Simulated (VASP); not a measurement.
```yaml
crystal:
  lattice:
    - [0.00000, 2.95235, 2.95235]
    - [2.95235, 0.00000, 2.95235]
    - [2.95235, 2.95235, 0.00000]
  atoms:
    - { symbol: Sb, position: [0.00000, 0.00000, 0.00000] }
    - { symbol: Ag, position: [0.50000, 0.50000, 0.50000] }
```

Level of theory: r2SCAN meta-GGA, VASP's PBE PAW potentials (set 64) (plane waves; VASP). Run with 480 eV cut-off, 10×10×10 Γ-centred mesh, first-order Methfessel-Paxton smearing of 0.10 eV, potentials Sb Ag.

Problem. Give the stress tensor in GPa (positive for a compressed cell).

Solution. 
```
-5.03   0.00   0.00
 0.00  -5.03   0.00
 0.00   0.00  -5.03
```
The pressure is its mean diagonal, -5.03 GPa.

The structure was generated: AgSb was put into the rocksalt type (Fm-3m), which need not be its known phase. This cell was strained or had an atom moved on purpose.
